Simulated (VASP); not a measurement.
```xyz
1
Lattice="0.0000 2.0608 2.0608 2.0608 0.0000 2.0608 2.0608 2.0608 0.0000" Properties=species:S:1:pos:R:3 pbc="T T T"
Ag     0.0000     0.0000     0.0000
```

All values below come from PBE GGA, VASP's PBE PAW potentials (set 64) (plane waves; VASP). Run with 300 eV cut-off, 9×9×9 Γ-centred mesh, Gaussian smearing of 0.27 eV, potentials Ag.

At this cut-off the stress carries a Pulay error, which pulls relaxed volumes low.

Question: The ions, cell shape and volume are relaxed. Which structure does the run end with?

Answer: 
```xyz
1
Lattice="0.0000 2.0712 2.0712 2.0712 0.0000 2.0712 2.0712 2.0712 0.0000" Properties=species:S:1:pos:R:3 pbc="T T T"
Ag     0.0000     0.0000     0.0000
```
Space group Fm-3m (225), at a tolerance of 0.03 Å.

Question: How do energy and volume change from the first to the last step?

Answer: The energy (σ→0) changes by -1.1 meV/atom and the volume by +1.5 %, in 3 ionic steps.

The structure comes from a computed database's Ag entry; how it stands against other phases isn't given here. This run relaxes it. Symmetry was kept, so distortions that lower it aren't found. The run is one of a series of settings (EDIFFG = -0.01, IBRION = 2, ISIF = 3, NSW = 50 against the base run), some of them coarse on purpose.
